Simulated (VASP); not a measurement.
Here is the system:

```yaml
crystal:
  lattice:
    - [1.39134, -2.40988, 0.00000]
    - [1.39134, 2.40988, 0.00000]
    - [0.00000, 0.00000, 4.38457]
  atoms:
    - { symbol: Os, position: [0.33333, 0.66667, 0.25000] }
    - { symbol: Os, position: [0.66667, 0.33333, 0.75000] }
```

Method: PBE GGA, VASP's PBE PAW potentials (set 64) (plane waves; VASP). Numerical set-up: 480 eV cut-off, 14×14×8 Γ-centred mesh, first-order Methfessel-Paxton smearing of 0.10 eV, potentials Os.

Task: Give the stress tensor in GPa (positive for a compressed cell).

Result: 
```
-10.88    0.00    0.00
  0.00  -10.88    0.00
  0.00    0.00  -11.70
```
The pressure is its mean diagonal, -11.15 GPa.

The compound is Os in the hcp structure. This cell was strained or had an atom moved on purpose.
